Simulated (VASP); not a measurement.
## Lattice constant a of bcc metals: LDA against PBE

VASP (plane waves, PAW); cells keep the symmetry of their structure type. Static lattice, each level at its own minimum.

Here x stands for PBE a and y for LDA less PBE.

| solid | PBE a (Å) | LDA less PBE (Å) | cut-off (eV) |
|---|---|---|---|
| Mo | 3.162 | -0.047 | 520 |
| W | 3.185 | -0.044 | 520 |
| Nb | 3.310 | -0.063 | 520 |
| Ta | 3.318 | -0.062 | 520 |
| Na | 4.199 | -0.147 | 520 |
| K | 5.287 | -0.241 | 520 |
| Rb | 5.667 | -0.283 | 520 |
| Cs | 6.162 | ? | 520 |

Fit y of the 7 rows that show it with a straight line. With u = x - 4.0, the rows have u = -0.8380, -0.8150, -0.6900, -0.6820, 0.1990, 1.2870, 1.6670. Means: u 0.018286, y -0.1267. About the means, the sum of products is -0.63396 and the sum of squares of u is 6.7802; the slope is their ratio. Least squares gives y = -0.1250 - 0.09350·u. Residuals (row less fit): -0.0004, 0.0048, -0.0025, -0.0008, -0.0034, 0.0043, -0.0021; standard error 0.0036 (degrees of freedom: 5). The slope is -0.0935 with a standard error of 0.0014.

Problem. What does the fit predict for y at x = 6.162, and how far is the calculated value from it?

Solution. u = 2.1620, so y = -0.1250 - 0.09350 × 2.1620 = -0.3271 Å. The calculation gives -0.388 Å, 0.0609 Å below the prediction (17.7 % of the range of y in the table). The row lies outside the fitted rows, so this is an extrapolation. From the scatter of the fitted rows alone, a prediction at this place has a standard error of 0.0049 Å, so the miss is 12.5 times that.

The rows are a random draw from the solids of this series computed here; series whose standard error about the line passes 12 to 30 % of the range of y, or with no trend, aren't shown in this form.
